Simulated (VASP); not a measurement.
Input:

```
CELL_PARAMETERS angstrom
     -0.89459     0.89459     0.89459
      0.89459    -0.89459     0.89459
      0.89459     0.89459    -0.89459
ATOMIC_POSITIONS crystal
  H  0.00000 0.00000 0.00000
```

All values below come from PBEsol GGA, VASP's PBE PAW potentials (set 64) (plane waves; VASP). Run with 400 eV cut-off, Gaussian smearing of 0.050 eV, potentials H.

Predict the band gap (along the path) with the smallest direct gap where there is one.

band gap (along the path): none (metal, semimetal or under 0.01 eV)

The absolute energy has meaning only against runs of the same code, potentials and settings.

The structure was generated: H was put into the bcc type (Im-3m), which need not be its known phase. It was relaxed first.
